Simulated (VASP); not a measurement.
Level of theory: LDA (Ceperley-Alder, Perdew-Zunger), VASP's LDA PAW potentials (set 64) (plane waves; VASP).

VASP input:

File KPOINTS:
```
Automatic mesh
0
G
  6 6 3
0 0 0
```

**INCAR**
```
SYSTEM = MgI2
PREC = Accurate
ENCUT = 520
EDIFF = 1E-6
NELM = 100
ALGO = Normal
LREAL = .FALSE.
LASPH = .TRUE.
ISMEAR = 0
SIGMA = 0.05
LMAXMIX = 4
LWAVE = .FALSE.
LCHARG = .FALSE.
IBRION = 2
ISIF = 3
NSW = 60
EDIFFG = -0.02
```

### POSCAR
```
MgI2
1
    2.0332675394    -3.5217222835    -0.0000000000
    2.0332675394     3.5217222835     0.0000000000
    0.0000000000     0.0000000000     6.8023089533
Mg I
1 2
Direct
  0.0000000000   0.0000000000   1.0000000000
  0.3333330000   0.6666670000   0.2439015856
  0.6666670000   0.3333330000   0.7560984144
```

POTCAR, in this order: Mg I (LDA.64 set). Program: vasp_std.

### Question
What does the run give for the energy per atom (σ→0), volume per atom?

### Answer

```json
{
 "energy per atom (σ→0)": "-3.032 eV/atom",
 "volume_per_atom": "32.04 Å^3/atom"
}
```

File OSZICAR:
```
...
       N       E                     dE             d eps       ncg     rms          rms(c)
DAV:   1    -0.909647205373E+01   -0.19017E-02   -0.13611E-01   408   0.211E+00    0.205E-01
DAV:   2    -0.909528270364E+01    0.11894E-02   -0.59782E-03   468   0.521E-01    0.106E-01
DAV:   3    -0.909486197436E+01    0.42073E-03   -0.10541E-03   440   0.174E-01    0.585E-02
DAV:   4    -0.909484469360E+01    0.17281E-04   -0.31054E-05   576   0.398E-02    0.577E-02
DAV:   5    -0.909483400610E+01    0.10687E-04   -0.22573E-05   456   0.272E-02    0.693E-03
DAV:   6    -0.909483400525E+01    0.85390E-09   -0.98533E-07   292   0.798E-03
   8 F= -.90948340E+01 E0= -.90948340E+01  d E =-.440929E-03
```

The compound is MgI2 in the 1T layered structure. This run relaxes it. Symmetry was kept, so distortions that lower it aren't found. The start is the result of an earlier pass.
